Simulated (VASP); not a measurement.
**HfMg3 under changes of volume**

One of the cells (22.220 Å³/atom); the others are scaled copies at fixed shape and fractional positions:

```
CELL_PARAMETERS angstrom
4.46274 0.00000 0.00000
0.00000 4.46274 0.00000
0.00000 0.00000 4.46274
ATOMIC_POSITIONS crystal
Hf 0.00000 0.00000 0.00000
Mg 0.00000 0.50000 0.50000
Mg 0.50000 0.00000 0.50000
Mg 0.50000 0.50000 0.00000
```

The cell comes from a database or a generator and needn't be the stable form of this composition.

| Item | Value |
| --- | --- |
| Program | VASP 6.6.1 |
| Functional | PBE |
| Potentials or basis | VASP PAW PBE potentials, release 64 (Hf_pv, Mg) |
| Cutoff | 520 eV |
| k mesh | 6 × 6 × 6 |
| Occupations | fermi-dirac, width 0.05 eV |
| Spin | no spin polarisation |

```csv
volume (Å³/atom),energy over the lowest point (meV/atom),pressure (GPa)
20.477,13.46,3.9
20.913,4.85,2.5
21.349,0.00,1.1
22.220,0.24,-1.1
22.656,?,?
23.091,11.74,-3.0
```

**Question.** What does the run at 22.656 Å³/atom give?

**Answer.** Energy over the lowest point 4.72 meV/atom; pressure -2.1 GPa.

Worked out: A Birch-Murnaghan fit of order 3 (a polynomial in V^(-2/3)) to the other rows has its minimum at 21.76 Å³/atom with B0 = V·E''(V) = 57 GPa and B' = 3.8. It gives 4.72 meV/atom at 22.656 Å³/atom, against the run's 4.72, and -dE/dV = -2.1 GPa, against -2.1.

Energies are extrapolated to zero smearing.
